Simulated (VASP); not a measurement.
Consider the following.

```
CELL_PARAMETERS angstrom
      0.00000     2.02774     2.02774
      2.02774     0.00000     2.02774
      2.02774     2.02774     0.00000
ATOMIC_POSITIONS crystal
  Li 0.00000 0.00000 0.00000
  F  0.50000 0.50000 0.50000
```

Computed with PBE GGA, VASP's PBE PAW potentials (set 64) (plane waves; VASP). Numerical set-up: 520 eV cut-off, Gaussian smearing of 0.050 eV, potentials Li_sv F.

Question: Give the energies of bands 3 to 6 at the high-symmetry points, in eV from the valence-band maximum.

Answer: 
| band | Γ | X | U | L | W |
|---|---|---|---|---|---|
| 3 | 0.00 | -2.92 | -2.43 | -2.46 | -2.02 |
| 4 | 0.00 | -0.97 | -1.52 | -0.22 | -2.02 |
| 5 | 0.00 | -0.97 | -0.71 | -0.22 | -0.78 |
| 6 | 8.91 | 14.62 | 14.34 | 10.66 | 14.89 |

The gap is direct, 8.91 eV, from the valence maximum at Γ to the conduction minimum at Γ.

Measured: gap 15.35 eV (computed value off by -6.44 eV), as given by Wei Chen et al., Physical Review Materials (2018), doi:10.1103/physrevmaterials.2.073803 [zero-point renormalisation of 1.15 eV added back (the table's ZPR column)].

The compound is LiF in the rock salt structure. It was relaxed first.
